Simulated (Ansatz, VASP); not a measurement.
# CsMgBiO3: VASP beside Ansatz

File INCAR:

```
PREC = Accurate
ENCUT = 520
EDIFF = 1E-7
ISMEAR = -1
SIGMA = 0.05
LREAL = F
LASPH = T
NELM = 60
ALGO = Normal
ISIF = 2
LWAVE = F
LCHARG = T
GGA = PE
LELF = T
LVHAR = T
NBANDS = 31
```

File KPOINTS:

```
Automatic mesh
0
Gamma
  6 6 6
```

POSCAR

```
CsMgBiO3
1.0
    3.2305168867      1.8651397941      3.7970092083
   -3.2305168867      1.8651397941      3.7970092083
    0.0000000000     -3.7302795883      3.7970092083
Bi Cs Mg O
1 1 1 3
Direct
    0.5589640000      0.5610120000      0.5647610000
    0.9123960000      0.9229450000      0.9136920000
    0.3025430000      0.3038630000      0.2952010000
    0.9837550000      0.4948590000      0.4886160000
    0.4888060000      0.4865300000      0.9877500000
    0.4825910000      0.9795620000      0.4935010000
```

The input input.yaml:

```yaml
crystal:
  lattice:
    - [3.2305168867, 1.8651397941, 3.7970092083]
    - [-3.2305168867, 1.8651397941, 3.7970092083]
    - [0.0, -3.7302795883, 3.7970092083]
  atoms:
    - { symbol: Bi, position: [0.558964, 0.561012, 0.564761] }
    - { symbol: Cs, position: [0.912396, 0.922945, 0.913692] }
    - { symbol: Mg, position: [0.302543, 0.303863, 0.295201] }
    - { symbol: O, position: [0.983755, 0.494859, 0.488616] }
    - { symbol: O, position: [0.488806, 0.48653, 0.98775] }
    - { symbol: O, position: [0.482591, 0.979562, 0.493501] }
hamiltonian:
  xc: pbe
  pseudopotentials: { kind: paw }
kpoints:
  mp_grid: { grid: [6, 6, 6] }
scf:
  occupations: { method: fermi_dirac, width: 0.05 }
output:
  forces: true
  stress: true
  eigenvalues: true
  write_density: true
  write_potential: true
  elf: true
  volumetric_format: npy
```

Change from the starting cell: atoms moved at random, drawn with an rms of 0.05 Å.

Alike in both runs: task single point; functional PBE; k mesh 6 × 6 × 6; occupations fermi-dirac, width 0.05 eV; no spin polarisation.

```csv
,VASP,Ansatz
version,VASP 6.6.1,Ansatz 0.2.0
potentials or method,"VASP PAW PBE potentials, release 64 (Bi_d, Cs_sv, Mg, O)",Ansatz PAW
plane-wave cutoff (eV),520,420
valence electrons in the cell,44,52
```

Ansatz gave:

* gap on the k mesh at the Fermi level (eV): 2.52
* least direct gap on the mesh (eV): 2.55
* pressure (GPa): -0.3
* largest component of the traceless stress (GPa): 0.91
* rms of the force components (eV/Å): 0.466

Estimate VASP's values.

gap on the k mesh at the Fermi level (eV): 2.51; least direct gap on the mesh (eV): 2.54; pressure (GPa): -0.3; largest component of the traceless stress (GPa): 0.89; rms of the force components (eV/Å): 0.446.

Atom by atom the forces differ by 0.029 eV/Å (rms over components). With one functional, cell and mesh, what is left measures potentials, basis and numerics. The two sets of potentials don't hold the same shells in valence.

Caveats: spin-orbit coupling is left out, which as a rule narrows the gap of such compounds by several tenths of an eV. A k mesh can miss the band edges.
